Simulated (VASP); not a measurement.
Calculation: LDA (Ceperley-Alder, Perdew-Zunger), VASP's LDA PAW potentials (set 64) (plane waves; VASP 6.6.1).

VASP input:

POSCAR:
```
CaPt5
10.711320
  0.5000000000   0.0000000000   0.0000000000
 -0.2500000000   0.4330127379   0.0000000000
  0.0000000000   0.0000000000   0.4102603601
Ca Pt
1 5
direct
  0.0003070000   0.0009580000   0.0120460000
  0.3324190000   0.6895110000   0.0319320000
  0.6742000000   0.3365470000  -0.0506120000
  0.5029350000  -0.0007300000   0.4991980000
  0.4909210000   0.5017160000   0.5194180000
 -0.0007820000   0.4719980000   0.4880180000
```

### KPOINTS
```
kpoints
0
G
4 4 4
0 0 0
```

INCAR:
```
SYSTEM = CaPt5
PREC = Accurate
ENCUT = 300
EDIFF = 1E-6
NELM = 100
ALGO = Normal
LREAL = .FALSE.
LASPH = .TRUE.
ISMEAR = 0
SIGMA = 0.1
LMAXMIX = 6
LWAVE = .FALSE.
LCHARG = .FALSE.
ISIF = 2
```

POTCAR, in this order: Ca_sv Pt (LDA.64 set). Program: vasp_std.

The resulting files:

### OSZICAR
```
       N       E                     dE             d eps       ncg     rms          rms(c)
DAV:   1     0.298006848752E+03    0.29801E+03   -0.21781E+04  2592   0.105E+03
DAV:   2    -0.269173580194E+02   -0.32492E+03   -0.31252E+03  2944   0.285E+02
DAV:   3    -0.443840848898E+02   -0.17467E+02   -0.16925E+02  3992   0.569E+01
DAV:   4    -0.449139395334E+02   -0.52985E+00   -0.52686E+00  3628   0.912E+00
DAV:   5    -0.449257468085E+02   -0.11807E-01   -0.11800E-01  3592   0.135E+00    0.258E+01
DAV:   6    -0.422016650282E+02    0.27241E+01   -0.14013E+01  3012   0.203E+01    0.141E+01
DAV:   7    -0.421008400829E+02    0.10082E+00   -0.25823E+00  2944   0.115E+01    0.775E+00
DAV:   8    -0.419465534784E+02    0.15429E+00   -0.11426E+00  2872   0.903E+00    0.385E+00
DAV:   9    -0.419044549463E+02    0.42099E-01   -0.17326E-01  3084   0.320E+00    0.491E-01
DAV:  10    -0.419019923118E+02    0.24626E-02   -0.21382E-02  3076   0.101E+00    0.209E-01
DAV:  11    -0.419015654454E+02    0.42687E-03   -0.22891E-03  2948   0.322E-01    0.121E-01
DAV:  12    -0.419015101772E+02    0.55268E-04   -0.60183E-04  3128   0.190E-01    0.734E-02
DAV:  13    -0.419014813344E+02    0.28843E-04   -0.17461E-04  2820   0.108E-01    0.200E-02
DAV:  14    -0.419014815373E+02   -0.20295E-06   -0.23789E-05  3496   0.339E-02    0.663E-03
DAV:  15    -0.419014814931E+02    0.44188E-07   -0.35630E-06  2380   0.131E-02
   1 F= -.41901481E+02 E0= -.41889581E+02  d E =-.238014E-01
```

OUTCAR:
```
------------------------ aborting loop because EDIFF is reached ----------------------------------------
  FORCE on cell =-STRESS in cart. coord.  units (eV):
  Direction    XX          YY          ZZ          XY          YZ          ZX
  --------------------------------------------------------------------------------------
  Total       -2.1008419     -2.1948753     -0.3483122      0.1469138      0.6844868     -0.2550909
  in kB      -30.8350562    -32.2152293     -5.1123435      2.1563244     10.0465377     -3.7440908
  external PRESSURE =     -22.7208763 kB  Pullay stress =       0.0000000 kB
  volume of cell :      109.16
      direct lattice vectors                 reciprocal lattice vectors
     5.355660000  0.000000000  0.000000000     0.186718350  0.107801881  0.000000000
    -2.677830000  4.638138000  0.000000000     0.000000000  0.215603762  0.000000000
     0.000000000  0.000000000  4.394430000     0.000000000  0.000000000  0.227560799
 POSITION                                       TOTAL-FORCE (eV/Angst)
 -----------------------------------------------------------------------------------
     -0.00092      0.00444      0.05294        -0.040628      0.122911     -0.004467
     -0.06607      3.19805      0.14032         0.418283     -0.507950     -2.447892
      2.70957      1.56095      4.17202         0.120408      0.067035      3.940979
      0.01767      4.63475      2.19369        -0.488041     -0.164425     -0.070498
      1.28570      2.32703      2.28255         0.721995     -0.168455     -1.348887
      4.08754      2.18919      2.14456        -0.732017      0.650885     -0.069236
 -----------------------------------------------------------------------------------
    total drift:                                0.000155      0.000009      0.000362
  FREE ENERGIE OF THE ION-ELECTRON SYSTEM (eV)
  ---------------------------------------------------
  free  energy   TOTEN  =       -41.9014814931 eV

  energy  without entropy=      -41.8776800472  energy(sigma->0) =      -41.88958077
```
(Selected blocks of OUTCAR.)

At this cut-off the stress carries a Pulay error, which pulls relaxed volumes low.

The structure comes from a computed database's CaPt5 entry; how it stands against other phases isn't given here. The cell was not relaxed at this level, atoms are displaced from their ideal sites. The k-mesh is coarse (spacing up to 0.36 per Å, 2π included), so the numbers may not be converged in it.
